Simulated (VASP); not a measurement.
## LiYHg: relaxation of cell and atoms with LDA

Crystal: LiYHg.

```
Li Y Hg
1.0
     4.21794    0.00000    0.00000
     0.00000    4.21794    0.00000
     0.00000    0.00000    5.25109
Li Y Hg
1 1 1
Direct
  0.50000 0.50000 0.50000
  0.00000 0.00000 0.00000
  0.50000 0.50000 0.00000
```

The cell was built by a generator and needn't be a form met in nature.

```yaml
Program: VASP 6.6.1
Task: relaxation of cell and atoms
Functional: LDA
Potentials_or_basis: VASP PAW LDA potentials, release 64 (Li_sv, Y_sv, Hg)
Cutoff: 600 eV
k_mesh: 6 × 6 × 5
Occupations: fermi-dirac, width 0.05 eV
Spin: no spin polarisation
Target_pressure: 30 GPa
Further_INCAR_settings: ALGO = Normal; EDIFF = 1e-07; IBRION = 2; EDIFFG = -0.02; NSW = 60; ISIF = 3
Target_pressure: 30 GPa
```

```json
{
 "Relaxed volume": "19.67 Å³/atom",
 "Relaxed cell": "a = 3.734 Å, b = 3.734 Å, c = 4.232 Å, α = 90.00°, β = 90.00°, γ = 90.00°",
 "Space group after relaxing (to 0.05 Å)": "P4/mmm (No. 123)",
 "Energy change on relaxing (the enthalpy is what falls)": "+582.9 meV/atom",
 "Ionic steps": "10",
 "Pressure after relaxing": "30.0 GPa",
 "Band gap on the k mesh": "none (metal or under the smearing width)"
}
```

Stress tensor (GPa, compression positive):
```
30.04  0.00  0.00
 0.00 30.04  0.00
 0.00  0.00 29.90
```

Step by step:
```csv
step,energy change (eV),largest force (eV/Å),pressure (GPa),volume (Å³)
1,0.0000,0.0000,-2.85,93.42
2,26.6783,0.0000,385.20,30.94
3,0.9077,0.0000,19.49,65.99
4,1.2529,0.0000,24.25,63.48
5,1.6760,0.0000,29.90,61.00
6,1.8948,0.0000,31.35,58.28
7,1.8159,0.0000,30.84,58.66
8,1.8062,0.0000,30.78,58.71
9,1.6699,0.0000,28.94,59.44
10,1.7486,0.0000,29.99,59.01
```

Final structure:
```xyz
3
Lattice="3.7345 0.0000 0.0000 0.0000 3.7345 0.0000 0.0000 0.0000 4.2316" Properties=species:S:1:pos:R:3 pbc="T T T"
Li    1.8672    1.8672    2.1158
Y     0.0000    0.0000    0.0000
Hg    1.8672    1.8672    0.0000
```

Levels at points of the mesh, in eV from the Fermi level:
```tsv
k point	band 10	band 11	band 12	band 13	band 14	band 15	band 16	band 17
(0.00, 0.00, 0.00)	-8.85	-7.92	-0.68	0.40	1.36	3.30	3.42	3.42
(0.50, 0.00, 0.00)	-8.70	-5.18	-3.83	-0.88	-0.35	-0.22	3.08	3.98
(0.50, 0.50, 0.00)	-8.60	-6.20	-0.90	-0.90	0.29	2.28	2.28	2.33
```

It took 3.9 min on 1 thread of Intel(R) Xeon(R) Platinum 8488C (Sapphire Rapids), on a shared host, peak memory 0.28 GiB.

Caveat: the cutoff is under 1.25 times the usual one of these potentials, so pressure, stress and relaxed cells hold a basis-set (Pulay) error; the cell is relaxed towards a set pressure, so the enthalpy falls and the energy may rise; the volume moved by over 15 % at a fixed basis, so the end points are rough. Spin-orbit coupling is left out, which matters for the levels of Hg.
